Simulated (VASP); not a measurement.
Wanted: the native input for a VASP 6.6.1 run.

* Task: relaxation of cell and atoms
* Functional: PBE
* Potentials or basis: VASP PAW PBE potentials, release 64 (W)
* Cutoff: 300 eV
* k mesh: 8 × 8 × 8
* Occupations: methfessel-paxton, width 0.1 eV
* Spin: no spin polarisation
* Further INCAR settings: ALGO = Normal; EDIFF = 1e-06; IBRION = 2; EDIFFG = -0.01; NSW = 90; ISIF = 3

The structure of W lies in POSCAR:

```
W
1.0
   -1.5823450000      1.5823450000      1.5823450000
    1.5823450000     -1.5823450000      1.5823450000
    1.5823450000      1.5823450000     -1.5823450000
W
1
Direct
    0.0000000000      0.0000000000      0.0000000000
```

These files were run (other wordings do the same):

INCAR

```
SYSTEM = W
  ALGO = Normal
  EDIFF = 1E-6
  EDIFFG = -0.01
  ENCUT = 300
  GGA = PE
  IBRION = 2
  ISIF = 3
  ISMEAR = 1
  LASPH = .TRUE.
  LCHARG = .FALSE.
  LREAL = .FALSE.
  LWAVE = .FALSE.
  NELM = 80
  NSW = 90
  PREC = Accurate
  SIGMA = 0.1
```

KPOINTS

```
k-points
0
G
  8 8 8
  0 0 0
```

Potentials or basis: VASP PAW PBE potentials, release 64 (W).

The run is started by

```sh
$ cat potpaw_PBE.64/W/POTCAR > POTCAR
$ mpirun -np 1 vasp_std > vasp.out
```

Results of the run:

| Property | Result |
| --- | --- |
| Relaxed volume | 15.92 Å³/atom |
| Relaxed cell | a = 2.745 Å, b = 2.745 Å, c = 2.745 Å, α = 109.47°, β = 109.47°, γ = 109.47° |
| Space group after relaxing (to 0.05 Å) | Im-3m (No. 229) |
| Energy gained by relaxing | 0.4 meV/atom |
| Ionic steps | 3 |
| Pressure after relaxing | 0.0 GPa |
| Band gap on the k mesh | none (metal or under the smearing width) |

Run time: 4.2 s on 1 thread of Intel(R) Xeon(R) Platinum 8259CL CPU @ 2.50GHz (Skylake/Cascade Lake) (shared host), peak memory 0.11 GiB.
